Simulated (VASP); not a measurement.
# CuPb (P-6m2) in VASP: reference runs

Reference runs on CuPb: the cell as given.

Everything below comes from runs of VASP 6.6.1. Logs are shortened: lines on timing, memory, paths and dates and some standing lists are left out, and cuts for length are marked.

### 1 Starting point

The structure is hexagonal, space group P-6m2 (No. 187). Conventional cell: a = 3.515 Å, b = 3.515 Å, c = 3.429 Å, α = 90.00°, β = 90.00°, γ = 120.00°. Around Cu (site symmetry -6m2) lie 6 Pb at 2.66 Å. Around Pb (site symmetry -6m2) lie 6 Cu at 2.66 Å.

The cell was built by a generator and needn't be a form met in nature.

### 2 Single point, PBE

Contents of INCAR:

```
SYSTEM = CuPb
PREC = Accurate
ENCUT = 520
EDIFF = 1E-7
ISMEAR = -1
SIGMA = 0.05
LREAL = .False.
LASPH = .True.
NELM = 60
ALGO = Normal
ISIF = 2
LWAVE = .False.
LCHARG = .False.
GGA = PE
NBANDS = 20
```

Contents of KPOINTS:

```
regular mesh
0
Gamma
  9 9 8
  0 0 0
```

Contents of POSCAR:

```
CuPb
1.0
    3.5146879200      0.0000000000      0.0000000000
   -1.7573439600      3.0438090300      0.0000000000
    0.0000000000      0.0000000000      3.4291011500
Cu Pb
1 1
Direct
    0.3333333300      0.6666666700      0.0000000000
    0.6666666700      0.3333333300      0.5000000000
```

Potentials or basis: VASP PAW PBE potentials, release 64 (Cu, Pb_d).

Started as:

```console
cat potpaw_PBE.64/Cu/POTCAR potpaw_PBE.64/Pb_d/POTCAR > POTCAR
mpirun -np 1 vasp_std > vasp.out
```

OUTCAR:

```text
SYSTEM = CuPb
   PREC = Accurate
   ENCUT = 520
   EDIFF = 1E-7
   ISMEAR = -1
   LREAL = .False.
   LASPH = .True.
   NELM = 60
   ISIF = 2
   GGA = PE

 ion  position               nearest neighbor table
   1  0.333  0.667  0.000-   2 2.66   2 2.66   2 2.66   2 2.66   2 2.66   2 2.66
   2  0.667  0.333  0.500-   1 2.66   1 2.66   1 2.66   1 2.66   1 2.66   1 2.66

  LATTYP: Found a hexagonal cell.
 ALAT       =     3.5146879200
 C/A-ratio  =     0.9756488280

  Lattice vectors:

 A1 = (   3.5146879200,   0.0000000000,   0.0000000000)
 A2 = (  -1.7573439600,   3.0438090300,   0.0000000000)
 A3 = (   0.0000000000,   0.0000000000,   3.4291011500)

Analysis of symmetry for initial positions (statically):
=====================================================================
 Subroutine PRICEL returns:
 Original cell was already a primitive cell.

 Routine SETGRP: Setting up the symmetry group for a
 hexagonal supercell.

 Subroutine GETGRP returns: Found 12 space group operations
 (whereof 12 operations were pure point group operations)
 out of a pool of 24 trial point group operations.

The static configuration has the point symmetry D_3h.

Analysis of symmetry for dynamics (positions and initial velocities):
=====================================================================
 Subroutine PRICEL returns:
 Original cell was already a primitive cell.

 Routine SETGRP: Setting up the symmetry group for a
 hexagonal supercell.

 Subroutine GETGRP returns: Found 12 space group operations
 (whereof 12 operations were pure point group operations)
 out of a pool of 24 trial point group operations.

The dynamic configuration has the point symmetry D_3h.

 Subroutine INISYM returns: Found 12 space group operations
 (whereof 12 operations are pure point group operations),
 and found     1 'primitive' translations

----------------------------------------------------------------------------------------

                                     Primitive cell

  volume of cell :      36.6847

  direct lattice vectors                    reciprocal lattice vectors
     3.514687920  0.000000000  0.000000000     0.284520283  0.164267861  0.000000000
    -1.757343960  3.043809030  0.000000000     0.000000000  0.328535723  0.000000000
     0.000000000  0.000000000  3.429101150     0.000000000  0.000000000  0.291621611

  length of vectors
     3.514687920  3.514687924  3.429101150     0.328535723  0.328535723  0.291621611

  position of ions in fractional coordinates (direct lattice)
     0.333333330  0.666666670  0.000000000
     0.666666670  0.333333330  0.500000000

  ion indices of the primitive-cell ions
   primitive index   ion index
                 1           1
                 2           2

----------------------------------------------------------------------------------------

 KPOINTS: regular mesh

Automatic generation of k-mesh.
 Grid dimensions read from file:
 generate k-points for:    9    9    8

 Generating k-lattice:

  Cartesian coordinates                     Fractional coordinates (reciprocal lattice)
     0.031613365  0.018251985  0.000000000     0.111111111  0.000000000  0.000000000
     0.000000000  0.036503969  0.000000000     0.000000000  0.111111111  0.000000000
     0.000000000  0.000000000  0.036452701     0.000000000  0.000000000  0.125000000

  Length of vectors
     0.036503969  0.036503969  0.036452701

  Shift w.r.t. Gamma in fractional coordinates (k-lattice)
     0.000000000  0.000000000  0.000000000

 Subroutine IBZKPT returns following result:
 ===========================================

 Found     60 irreducible k-points:

 Following reciprocal coordinates:
            Coordinates               Weight
  0.000000  0.000000  0.000000      1.000000
  0.111111  0.000000  0.000000      6.000000
  0.222222  0.000000  0.000000      6.000000
  0.333333 -0.000000  0.000000      6.000000
  0.444444  0.000000  0.000000      6.000000
  0.111111  0.111111  0.000000      6.000000
[... 16 lines left out ...]
  0.333333  0.222222  0.125000     24.000000
  0.333333  0.333333  0.125000      4.000000
 [... further k-points ...]
   k-points           NKPTS =     60   k-points in BZ     NKDIM =     60   number of bands    NBANDS=     20
   number of dos      NEDOS =    301   number of ions     NIONS =      2
   total plane-waves  NPLWV =  21952
   dimension x,y,z NGX =    28 NGY =   28 NGZ =   28
   dimension x,y,z NGXF=    56 NGYF=   56 NGZF=   56
   ions per type =               1   1
   NGX,Y,Z   is equivalent  to a cutoff of  13.24, 13.24, 13.57 a.u.
   NGXF,Y,Z  is equivalent  to a cutoff of  26.49, 26.49, 27.15 a.u.
 SYSTEM =  CuPb
   PREC   = accura    normal or accurate (medium, high low for compatibility)
   ISTART =      0    job   : 0-new  1-cont  2-samecut
   ICHARG =      2    charge: 1-file 2-atom 10-const
   ISPIN  =      1    spin polarized calculation?
   LNONCOLLINEAR =      F non collinear calculations
   LSORBIT =      F    spin-orbit coupling
   LASPH  =      T    aspherical Exc in radial PAW
   ENCUT  =  520.0 eV  38.22 Ry    6.18 a.u.   6.53  6.53  6.38*2*pi/ulx,y,z
   NELM   =     60;   NELMIN=  2; NELMDL= -5     # of ELM steps
   EDIFF  = 0.1E-06   stopping-criterion for ELM
   LREAL  =      F    real-space projection
   EDIFFG = 0.1E-05   stopping-criterion for IOM
   NSW    =      0    number of steps for IOM
   IBRION =     -1    ionic relax: 0-MD 1-quasi-New 2-CG
   NFREE  =      0    steps in history (QN), initial steepest desc. (CG)
   ISIF   =      2    stress and relaxation
   ISYM   =      2    0-nonsym 1-usesym 2-fastsym
   POTIM  = 0.5000    time-step for ionic-motion
   TEBEG  =    0.0;   TEEND  =   0.0 temperature during run
   PSTRESS=    0.0 pullay stress
   NELECT =      25.0000    total number of electrons
   NUPDOWN=      -1.0000    fix difference up-down
   EMIN   =  10.00;   EMAX   =-10.00  energy-range for DOS
   EFERMI =   0.00;   METHOD = LEGACY
   ISMEAR =    -1;   SIGMA  =   0.05  broadening in eV -4-tet -1-fermi 0-gaus
   EFERMI_NEDOS =   21; number of points for ismear=-14 and -15
   IALGO  =     38    algorithm
   IMIX   =      4    mixing-type and parameters
     AMIX     =   0.40;   BMIX     =  1.00
     AMIX_MAG =   1.60;   BMIX_MAG =  1.00
  volume/ion in A,a.u.               =      18.34       123.78
  Fermi-wavevector in a.u.,A,eV,Ry     =   1.440655  2.722443 28.238715  2.075487
  Thomas-Fermi vector in A             =   2.559375
   LORBIT       =      0    0 simple, 1 ext, 2 COOP (PROOUT), +10 PAW based schemes
   GGA     = PE    functional components
   LHFCALC =     F    Hartree Fock is set to
   AEXX    =    0.0000 exact exchange contribution
   IVDW    =     0    specifies the selected vdW correction
   LEPSILON=     F    determine dielectric tensor
   LRPA    =     F    only Hartree local field effects (RPA)
 non-spin polarized calculation
  energy-cutoff  :      520.00
  volume of cell :       36.68
 maximum number of plane-waves:      1009
 NGX is ok and might be reduce to    28
   NGX = 13   NGY = 13   NGZ = 13

 number of electron      24.9999993 magnetization

 Free energy of the ion-electron system (eV)
  ---------------------------------------------------
  ext. energy  EPLUGINS =         0.00000000
  ---------------------------------------------------
  free energy    TOTEN  =        -6.18426339 eV

  energy without entropy =       -6.17877862  energy(sigma->0) =       -6.18152101

 E-fermi :   9.2672     XC(G=0): -11.6178

 val. band max:        9.1421641719   @ k =   0.3333   0.1111   0.2500
 cond. band min:       9.3592846598   @ k =   0.3333   0.1111   0.1250
 fundamental gap:      0.2171204879
 Fermi energy:         9.2671950865

 k-point     1 :       0.0000    0.0000    0.0000
  band No.  band energies     occupation
      1      -8.2109      2.00000
      2      -8.0292      2.00000
      3      -8.0292      2.00000
      4      -7.8617      2.00000
      5      -7.8617      2.00000
      6      -3.4550      2.00000
[... 12 lines left out ...]
     19      18.0051      0.00000
     20      26.3964      0.00000

 k-point     2 :       0.1111    0.0000    0.0000
  band No.  band energies     occupation
      1      -8.1959      2.00000
      2      -8.0366      2.00000
      3      -7.9991      2.00000
      4      -7.8760      2.00000
      5      -7.8664      2.00000
      6      -3.2472      2.00000
[... 12 lines left out ...]
     19      20.6031      0.00000
     20      24.9816      0.00000

 k-point     3 :       0.2222    0.0000    0.0000
  band No.  band energies     occupation
      1      -8.1707      2.00000
      2      -8.0456      2.00000
      3      -7.9219      2.00000
      4      -7.9122      2.00000
      5      -7.8785      2.00000
      6      -2.6290      2.00000
[... 12 lines left out ...]
     19      22.5532      0.00000
     20      22.6497      0.00000

 k-point     4 :       0.3333   -0.0000    0.0000
  band No.  band energies     occupation
      1      -8.1731      2.00000
      2      -8.0287      2.00000
      3      -7.9531      2.00000
      4      -7.8923      2.00000
      5      -7.8324      2.00000
      6      -1.6501      2.00000
[... 12 lines left out ...]
     19      23.0778      0.00000
     20      23.7435      0.00000

 k-point     5 :       0.4444    0.0000    0.0000
  band No.  band energies     occupation
      1      -8.1882      2.00000
      2      -8.0062      2.00000
      3      -7.9795      2.00000
      4      -7.9012      2.00000
      5      -7.7727      2.00000
      6      -0.5940      2.00000
[... 12 lines left out ...]
     19      22.7556      0.00000
     20      23.2492      0.00000

 k-point     6 :       0.1111    0.1111    0.0000
  band No.  band energies     occupation
      1      -8.1715      2.00000
      2      -8.0477      2.00000
      3      -7.9472      2.00000
      4      -7.9003      2.00000
      5      -7.8759      2.00000
      6      -2.8337      2.00000
[... 12 lines left out ...]
     19      22.6016      0.00000
     20      23.4491      0.00000

 k-point     7 :       0.2222    0.1111    0.0000
  band No.  band energies     occupation
      1      -8.1473      2.00000
      2      -8.0479      2.00000
      3      -7.9363      2.00000
      4      -7.8913      2.00000
      5      -7.8735      2.00000
      6      -2.0299      2.00000
[... 12 lines left out ...]
     19      21.5336      0.00000
     20      22.6934      0.00000
[... 277 lines left out ...]
 k-point    20 :       0.3333    0.1111    0.1250
  band No.  band energies     occupation
      1      -8.1294      2.00000
      2      -7.9959      2.00000
      3      -7.9833      2.00000
      4      -7.9216      2.00000
      5      -7.8097      2.00000
      6      -0.7921      2.00000
[... 12 lines left out ...]
     19      22.4796      0.00000
     20      22.8962      0.00000

 k-point    21 :       0.4444    0.1111    0.1250
  band No.  band energies     occupation
      1      -8.1392      2.00000
      2      -8.0072      2.00000
      3      -7.9635      2.00000
      4      -7.9266      2.00000
      5      -7.7870      2.00000
      6      -0.1288      2.00000
[... 12 lines left out ...]
     19      21.4072      0.00000
     20      23.4062      0.00000

 k-point    22 :       0.2222    0.2222    0.1250
  band No.  band energies     occupation
      1      -8.0604      2.00000
      2      -8.0337      2.00000
      3      -7.9827      2.00000
      4      -7.9293      2.00000
      5      -7.8384      2.00000
      6      -0.9409      2.00000
[... 12 lines left out ...]
     19      20.1984      0.00000
     20      23.3112      0.00000

 k-point    23 :       0.3333    0.2222    0.1250
  band No.  band energies     occupation
      1      -8.0582      2.00000
      2      -7.9953      2.00000
      3      -7.9801      2.00000
      4      -7.9449      2.00000
      5      -7.8425      2.00000
      6      -0.0600      2.00000
[... 12 lines left out ...]
     19      21.9436      0.00000
     20      22.4937      0.00000

 k-point    24 :       0.3333    0.3333    0.1250
  band No.  band energies     occupation
      1      -8.0097      2.00000
      2      -7.9830      2.00000
      3      -7.9767      2.00000
      4      -7.9420      2.00000
      5      -7.9025      2.00000
      6       0.2751      2.00000
[... 12 lines left out ...]
     19      21.9391      0.00000
     20      22.2284      0.00000

 [... further k-points ...]

------------------------ aborting loop because EDIFF is reached ----------------------------------------

  FORCE on cell =-STRESS in cart. coord.  units (eV):
  Direction    XX          YY          ZZ          XY          YZ          ZX
  --------------------------------------------------------------------------------------
  -------------------------------------------------------------------------------------
  Total        4.1170775      4.1170775      5.1220043      0.0000000     -0.0000000      0.0000000
  in kB      179.8105459    179.8105465    223.7000352      0.0000000     -0.0000000      0.0000000
  external PRESSURE =     194.4403758 kB  Pullay stress =       0.0000000 kB

 VOLUME and BASIS-vectors are now :
 -----------------------------------------------------------------------------
  energy-cutoff  :      520.00
  volume of cell :       36.68
      direct lattice vectors                 reciprocal lattice vectors
     3.514687920  0.000000000  0.000000000     0.284520283  0.164267861  0.000000000
    -1.757343960  3.043809030  0.000000000     0.000000000  0.328535723  0.000000000
     0.000000000  0.000000000  3.429101150     0.000000000  0.000000000  0.291621611

 POSITION                                       TOTAL-FORCE (eV/Angst)
 -----------------------------------------------------------------------------------
     -0.00000      2.02921      0.00000         0.000000      0.000000      0.000000
      1.75734      1.01460      1.71455        -0.000000      0.000000      0.000000
 -----------------------------------------------------------------------------------
    total drift:                               -0.000008      0.000005     -0.000000

  FREE ENERGIE OF THE ION-ELECTRON SYSTEM (eV)
  ---------------------------------------------------
  free  energy   TOTEN  =        -6.1842633946 eV

  energy  without entropy=       -6.1787786205  energy(sigma->0) =       -6.18152101
```

It took 22 s on 1 thread of Intel Xeon 6975P-C (Granite Rapids), shared host; peak memory 0.18 GiB.

What came out:

```yaml
Free_energy: -6.1843 eV
Pressure: 19.4 GPa
Band_gap_on_the_k_mesh: none (metal or under the smearing width)
```

Levels at points of the mesh, in eV from the Fermi level:
| k point | band 8 | band 9 | band 10 | band 11 | band 12 | band 13 | band 14 | band 15 | band 16 | band 17 |
| --- | --- | --- | --- | --- | --- | --- | --- | --- | --- | --- |
| (0.00, 0.00, 0.00) | -3.81 | -3.81 | -3.45 | -3.45 | 1.13 | 4.59 | 4.59 | 4.77 | 8.53 | 8.59 |
| (0.00, 0.00, 0.50) | -3.63 | -3.63 | -3.49 | -3.49 | -3.22 | 6.85 | 6.85 | 8.70 | 8.76 | 8.76 |

Caveat: so large a pressure means that the cell lies far from this level's equilibrium, or that cutoff or potentials fall short. Spin-orbit coupling is left out, which matters for the levels of Pb.
